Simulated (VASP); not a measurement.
The system is HfSi2B4.

```xyz
7
Lattice="-2.8303 2.8303 2.2708 2.8303 -2.8303 2.2708 2.8303 2.8303 -2.2708" Properties=species:S:1:pos:R:3 pbc="T T T"
Hf    0.0000    0.0000    0.0000
Si    0.0000    2.8303    1.1354
Si    2.8303    0.0000    1.1354
B     1.7155    1.7155    0.0000
B     1.1148    1.1148    2.2708
B     1.1148   -1.1148    2.2708
B    -1.1148    1.1148    2.2708
```

The cell was built by a generator and needn't be a form met in nature.

```yaml
Program: VASP 6.6.1
Task: relaxation of cell and atoms
Functional: PBE
Potentials_or_basis: VASP PAW PBE potentials, release 64 (Hf_pv, Si, B)
Cutoff: 520 eV
k_mesh: 5 × 5 × 5
Occupations: gaussian, width 0.15 eV
Spin: no spin polarisation
```

At the start: pressure -6.9 GPa; volume 10.39 Å³/atom.

How do energy, volume and symmetry change on relaxing?

Over 14 steps the energy falls by 321.1 meV/atom and the volume is 9.80 Å³/atom (-5.7 %); space group I4/mmm (No. 139, to 0.05 Å).

The path:
| step | energy change (eV) | largest force (eV/Å) | pressure (GPa) | volume (Å³) |
| --- | --- | --- | --- | --- |
| 1 | 0.0000 | 1.9122 | -6.87 | 72.76 |
| 2 | -1.0550 | 2.4641 | -0.80 | 68.14 |
| 3 | 2.1277 | 8.5427 | 79.21 | 55.12 |
| 4 | -1.2718 | 2.5001 | 4.93 | 65.91 |
| 5 | -1.5806 | 0.3001 | 28.16 | 60.41 |
| 6 | -1.6702 | 1.6367 | 16.93 | 62.55 |
| 7 | -2.0538 | 0.1788 | 14.32 | 63.99 |
| 8 | -2.0572 | 0.4108 | 14.28 | 64.14 |
| 9 | -2.2299 | 0.0203 | 3.82 | 67.20 |
| 10 | -2.2451 | 0.1848 | -0.05 | 68.56 |
| 11 | -2.2451 | 0.1721 | 0.04 | 68.47 |
| 12 | -2.2450 | 0.1611 | 0.29 | 68.38 |
| 13 | -2.2468 | 0.0813 | 0.42 | 68.47 |
| 14 | -2.2476 | 0.0248 | 0.35 | 68.59 |

Final structure:
```yaml
crystal:
  lattice:
    - [-2.68002, 2.68002, 2.38746]
    - [2.68002, -2.68002, 2.38746]
    - [2.68002, 2.68002, -2.38746]
  atoms:
    - { symbol: Hf, position: [0.00000, 0.00000, 0.00000] }
    - { symbol: Si, position: [0.75000, 0.25000, 0.50000] }
    - { symbol: Si, position: [0.25000, 0.75000, 0.50000] }
    - { symbol: B, position: [0.33678, 0.33678, 0.67356] }
    - { symbol: B, position: [0.66322, 0.66322, 0.32644] }
    - { symbol: B, position: [0.33678, 0.66322, 0.00000] }
    - { symbol: B, position: [0.66322, 0.33678, 0.00000] }
```
